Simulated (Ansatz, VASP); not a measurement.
# GaCuSe2: VASP beside Ansatz, part 2 of 2

Aim: how closely do two programs agree when they are given the same cell, functional and k mesh? The cell is taken from a series of runs on this material, whose earlier steps may have relaxed, scaled, displaced or heated it; both programs get it as it stands.

VASP 6.6.1 and Ansatz 0.2.0.

So far: The structure; Ansatz: single point, HSE06.

## Step 3: VASP: single point, HSE06

Level of this step: HSE06, no spin polarisation; plane waves and PAW (Ga_d, Cu, Se) (VASP).

The same cell, functional and mesh now go to VASP, with its own data sets.

Lines of VASP's logs that name or quote its potential files are left out, and so is its time.

The run reads the wave functions of an earlier VASP run, which isn't shown here.

Input file INCAR:

```
SYSTEM = GaCuSe2
PREC = Accurate
ENCUT = 400
EDIFF = 1E-06
NELM = 100
ISMEAR = 0
SIGMA = 0.01
LREAL = .FALSE.
ALGO = Normal
LHFCALC = .TRUE.
AEXX = 0.25
GGA = PE
HFSCREEN = 0.208
LASPH = .TRUE.
NBANDS = 44
PRECFOCK = Fast
LORBIT = 11
LWAVE = .FALSE.
LCHARG = .FALSE.
KPAR = 8
NCORE = 2
ISIF = 2
```

Input file POSCAR:

```
GaCuSe2
1.0
   -2.7814545000      2.8095500000      5.5130000000
    2.7814545000     -2.8095500000      5.5130000000
    2.7814545000      2.8095500000     -5.5130000000
Ga Cu Se
2 2 4
Direct
    0.5001392664      0.5001392664      0.0000000000
    0.2498607336      0.7498607336      0.5000000000
    0.9998603310      0.9998603310      0.0000000000
    0.7501396690      0.2501396690      0.5000000000
    0.3750000000      0.3677826220      0.4927826220
    0.6314370691      0.1250000000      0.0064370691
    0.8750000000      0.8822173780      0.5072173780
    0.1185629309      0.6250000000      0.9935629309
```

Input file KPOINTS:

```
Automatic mesh
0
Gamma
4 4 4
0 0 0
```

PAW data sets: Ga_d, Cu and Se (PBE family, release 64).

Command:

```sh
mpirun -np 16 vasp_std
```

Numbers of over 12 decimals in the logs are rounded to 6 here.

The program printed:

```text
[banner, memory and clock lines left out]
running   16 mpi-ranks, on    1 nodes
 distrk:  each k-point on    2 cores,    8 groups
 distr:  one band on    2 cores,    1 groups

 POSCAR found type information on POSCAR GaCuSe
 POSCAR found :  3 types and       8 ions
 LDA part: xc-table for (Slater+PW92), standard interpolation
 found WAVECAR, reading the header
 POSCAR, INCAR and KPOINTS ok, starting setup
 FFT: planning ... GRIDC
 FFT: planning ... GRID_SOFT
 FFT: planning ... GRID
 reading WAVECAR
 the WAVECAR file was read successfully
 initial charge from wavefunction
 entering main loop
       N       E                     dE             d eps       ncg     rms          rms(c)
DAV:   1    -0.368577675630E+02   -0.36858E+02   -0.32896E+00  2456   0.467E+01    0.324E+00
DAV:   2    -0.366855598236E+02    0.17221E+00   -0.22996E+00  2068   0.375E+01    0.259E+00
DAV:   3    -0.367226244314E+02   -0.37065E-01   -0.25855E-01  1800   0.325E+00    0.168E+00
DAV:   4    -0.367170730180E+02    0.55514E-02   -0.54395E-02  1932   0.539E+00    0.995E-01
DAV:   5    -0.367169937776E+02    0.79240E-04   -0.11120E-02  2552   0.160E+00    0.551E-01
DAV:   6    -0.367167409675E+02    0.25281E-03   -0.12240E-03  2404   0.554E-01    0.297E-01
DAV:   7    -0.367166273231E+02    0.11364E-03   -0.30456E-04  2400   0.321E-01    0.162E-01
DAV:   8    -0.367165976242E+02    0.29699E-04   -0.56167E-05  1892   0.365E-02    0.879E-02
DAV:   9    -0.367165868413E+02    0.10783E-04   -0.10545E-05  2264   0.533E-02    0.477E-02
DAV:  10    -0.367165832731E+02    0.35681E-05   -0.22084E-06  1200   0.166E-02    0.271E-02
DAV:  11    -0.367165821708E+02    0.11024E-05   -0.13957E-06  1004   0.992E-03    0.149E-02
DAV:  12    -0.367165818862E+02    0.28455E-06   -0.88592E-07   968   0.130E-02
   1 F= -.36716582E+02 E0= -.36716582E+02  d E =-.100286E-45
```

OUTCAR, selected parts (step 3):

```text
ion  position               nearest neighbor table
   1  0.500  0.500  0.000-   6 2.43   8 2.43   5 2.43   7 2.43
   2  0.250  0.750  0.500-   6 2.43   8 2.43   7 2.43   5 2.43
   3  1.000  1.000  0.000-   7 2.39   5 2.39   6 2.39   8 2.39
   4  0.750  0.250  0.500-   5 2.39   7 2.39   8 2.39   6 2.39
   5  0.375  0.368  0.493-   4 2.39   3 2.39   1 2.43   2 2.43
   6  0.631  0.125  0.006-   3 2.39   4 2.39   2 2.43   1 2.43
   7  0.875  0.882  0.507-   3 2.39   4 2.39   2 2.43   1 2.43
   8  0.119  0.625  0.994-   4 2.39   3 2.39   2 2.43   1 2.43

  LATTYP: Found a body centered orthorhombic cell.
 ALAT       =     5.5629090000
 B/A-ratio  =     1.0101010101
 C/A-ratio  =     1.9820565104

 Subroutine GETGRP returns: Found  4 space group operations
 (whereof  2 operations were pure point group operations)

The static configuration has the point symmetry C_2 .
 The point group associated with its full space group is D_2 .

 Found     18 irreducible k-points:

   k-points           NKPTS =     18   k-points in BZ     NKDIM =     64   number of bands    NBANDS=     44

   dimension x,y,z NGX =    48 NGY =   48 NGZ =   48
   dimension x,y,z NGXF=    96 NGYF=   96 NGZF=   96

   ENCUT  =  400.0 eV  29.40 Ry    5.42 a.u.  11.06 11.06 11.06*2*pi/ulx,y,z

   NELECT =      72.0000    total number of electrons

 k-points in reciprocal lattice and weights: Automatic mesh
   0.00000000  0.00000000  0.00000000       0.016
   0.25000000  0.00000000 -0.00000000       0.062
   0.50000000  0.00000000 -0.00000000       0.031
   0.00000000  0.25000000 -0.00000000       0.062
   0.25000000  0.25000000 -0.00000000       0.125
   0.50000000  0.25000000 -0.00000000       0.125
  -0.25000000  0.25000000  0.00000000       0.062
   0.00000000  0.50000000 -0.00000000       0.031
   0.25000000  0.50000000 -0.00000000       0.125
[...]
-0.25000000 -0.25000000  0.25000000       0.031
   0.50000000  0.50000000  0.50000000       0.016

  exchange ACFDT corr.  =         0.00000000  see jH, gK, PRB 81, 115126

 average (electrostatic) potential at core
       1 -60.0283       2 -60.0283       3 -58.4839       4 -58.4839       5 -50.9560
       6 -50.9548       7 -50.9560       8 -50.9548

 E-fermi :   3.5250

 k-point     1 :       0.0000    0.0000    0.0000
  band No.  band energies     occupation
    ...
     32       1.2117      2.00000
     33       1.2844      2.00000
     34       3.3058      2.00000
     35       3.3446      2.00000
     36       3.4268      2.00000
     37       4.7684      0.00000
     38       6.2219      0.00000
     39       6.6069      0.00000
     40       8.4848      0.00000
     41       8.5094      0.00000
    ...

 k-point     2 :       0.2500    0.0000   -0.0000
  band No.  band energies     occupation
    ...
     32       1.4083      2.00000
     33       1.5228      2.00000
     34       2.1240      2.00000
     35       2.7470      2.00000
     36       3.1301      2.00000
     37       6.0578      0.00000
     38       6.9332      0.00000
     39       7.2274      0.00000
     40       7.8205      0.00000
     41       8.0237      0.00000
    ...

 k-point     3 :       0.5000    0.0000   -0.0000
  band No.  band energies     occupation
    ...
     32       1.5673      2.00000
     33       1.7473      2.00000
     34       1.9203      2.00000
     35       1.9726      2.00000
     36       2.7064      2.00000
     37       6.7198      0.00000
     38       7.0346      0.00000
     39       7.6945      0.00000
     40       8.7043      0.00000
     41       8.7463      0.00000
    ...

  Total        1.5705884      1.1246114      1.5934468      0.0000000      0.0000000      0.0000000
  in kB       14.6021312     10.4557783     14.8146514      0.0000000      0.0000000      0.0000000
  external PRESSURE =      13.2908536 kB  Pullay stress =       0.0000000 kB

  energy-cutoff  :      400.00
  volume of cell :      172.33
      direct lattice vectors                 reciprocal lattice vectors
    -2.781454500  2.809550000  5.513000000     0.000000000  0.177964443  0.090694722
     2.781454500 -2.809550000  5.513000000     0.179762063  0.000000000  0.090694722
     2.781454500  2.809550000 -5.513000000     0.179762063  0.177964443  0.000000000

 POSITION                                       TOTAL-FORCE (eV/Angst)
 -----------------------------------------------------------------------------------
      0.00000      0.00000      5.51454        -0.000000      0.000000     -0.000288
      2.78145     -0.00000      2.75496        -0.000000      0.000000      0.000288
      0.00000      0.00000     11.02446        -0.000000      0.000000     -0.002225
      0.00000      2.80955      2.75804        -0.000000      0.000000      0.002225
      1.35058      1.40478      1.37825         0.409463      0.000000      0.000000
     -1.39073      1.44095      4.13475        -0.000000     -0.417197      0.000000
      1.43088      1.40477      6.89125        -0.409463      0.000000     -0.000000
      4.17218      1.36860     -1.37825        -0.000000      0.417197      0.000000
 -----------------------------------------------------------------------------------
    total drift:                               -0.000009     -0.000034     -0.000092

  FREE ENERGIE OF THE ION-ELECTRON SYSTEM (eV)
  ---------------------------------------------------
  free  energy   TOTEN  =       -36.7165818862 eV

  energy  without entropy=      -36.7165818862  energy(sigma->0) =      -36.71658189

 total charge
# of ion       s       p       d       tot
------------------------------------------
    1        0.821   0.719  10.038  11.578
    2        0.821   0.719  10.038  11.578
    3        0.353   0.355   9.370  10.077
    4        0.353   0.355   9.370  10.077
    5        1.452   2.453   0.048   3.953
    6        1.452   2.453   0.048   3.953
    7        1.452   2.453   0.048   3.953
    8        1.452   2.453   0.048   3.953
--------------------------------------------------
tot          8.157  11.960  39.006  59.122

[... 3 further parts left out ...]
```

This run has no spin polarisation, so a moment on Cu, if there is one, isn't seen.

## Step 4: Side by side

Known differences besides the potentials themselves: exact exchange at q = 0 is treated differently, which shows on coarse meshes; VASP keeps PBE cores, Ansatz makes them for the functional; fixed occupations in Ansatz, narrow Gaussian smearing in VASP; the data sets hold 128 valence electrons in Ansatz (on its PAW soft_1 files) and 72 in VASP; the cutoff is 420 eV in Ansatz and 400 eV in VASP; VASP takes a coarser grid for exact exchange (PRECFOCK = Fast). Total energies have different zeros and are not compared.

The two programs side by side:

```
              quantity  Ansatz   VASP  difference
gap on the k mesh (eV)   1.347  1.342      +0.005
```

A gap on the mesh is an upper bound, since the band edges may lie between its points.

## Step 5: Outcome

* difference in gap on the k mesh (single point, HSE06): 0.0053 eV

What this shows: The difference in gap on the k mesh is 0.0053 eV (single point, HSE06), within the 0.08 eV picked in this series as the mark of a large difference. The data sets hold unlike numbers of valence electrons (128 in Ansatz and 72 in VASP), so part of the differences comes from the potentials. How closely two codes agree says nothing of how well the functional describes the real material.

[Lines on the potential files, build, host, timing and source positions are cut from VASP's logs without a mark.]

[Logs are printed without paths, hosts, clocks, repeated set-up lines and the standing remarks that a program may print on its own settings, such as how far it seeks lower states.]

[Hosts, paths, dates, database ids (printed as entryN), source tags and the programs' standing remarks are cut or masked in the printed files.]
